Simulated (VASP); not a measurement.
A convergence study with VASP on Y (hcp): one setting is varied, all else stays as given below, so the limit is that of these other settings.

```xyz
2
Lattice="1.8250 -3.1610 0.0000 1.8250 3.1610 0.0000 0.0000 0.0000 5.7300" Properties=species:S:1:pos:R:3 pbc="T T T"
Y      1.8250     1.0537     1.4325
Y      1.8250    -1.0537     4.2975
```

The numbers are results of PBE GGA, VASP's PBE PAW potentials (set 64) (plane waves; VASP), not measurements. The tightest run used: 550 eV cut-off, 21×21×11 Γ-centred mesh, tetrahedra with Blöchl corrections, potentials Y_sv.

Question: The settings run are 3×3×2 mesh; 4×4×2 mesh; 5×5×3 mesh; 6×6×3 mesh; 7×7×4 mesh; 8×8×4 mesh; 9×9×5 mesh; 10×10×5 mesh; 11×11×6 mesh; 12×12×6 mesh; 13×13×7 mesh; 14×14×8 mesh; 15×15×8 mesh; 16×16×9 mesh; 17×17×9 mesh; 18×18×10 mesh; 19×19×10 mesh; 20×20×11 mesh; 21×21×11 mesh. From which on does the energy per atom stay within 0.002 eV/atom of the tightest run?

Answer: From 11×11×6 mesh on: it is off by 0.0002 there and by no more than 0.002 in any finer run, while 10×10×5 mesh is off by 0.0031.
```
setting        E (eV/atom)  pressure (GPa)  irreducible k-points  difference judged (eV/atom)
-------------  -----------  --------------  --------------------  ---------------------------
3×3×2 mesh         -6.3999           -1.38                     6                       0.0324
4×4×2 mesh         -6.4335            0.10                     8                       0.0011
5×5×3 mesh         -6.4132           -0.21                    10                       0.0191
6×6×3 mesh         -6.4381           -0.73                    14                       0.0057
7×7×4 mesh         -6.4353           -0.25                    24                       0.0030
8×8×4 mesh         -6.4333           -0.24                    30                       0.0010
9×9×5 mesh         -6.4302           -0.40                    36                       0.0021
10×10×5 mesh       -6.4292           -0.42                    42                       0.0031
11×11×6 mesh       -6.4326           -0.33                    64                       0.0002
12×12×6 mesh       -6.4324           -0.32                    76                       0.0001
13×13×7 mesh       -6.4310           -0.34                    84                       0.0014
14×14×8 mesh       -6.4325           -0.34                   120                       0.0002
15×15×8 mesh       -6.4326           -0.35                   135                       0.0002
16×16×9 mesh       -6.4320           -0.34                   150                       0.0004
17×17×9 mesh       -6.4320           -0.34                   165                       0.0004
18×18×10 mesh      -6.4321           -0.35                   222                       0.0002
19×19×10 mesh      -6.4322           -0.35                   240                       0.0002
20×20×11 mesh      -6.4323           -0.34                   264                       0.0000
21×21×11 mesh      -6.4324           -0.35                   288                       0.0000
```

Left out are rungs that failed or repeat a setting and relaxations that didn't move; long series are thinned to 24 rows.

The compound is Y in the hcp structure. The cell was not relaxed at this level.
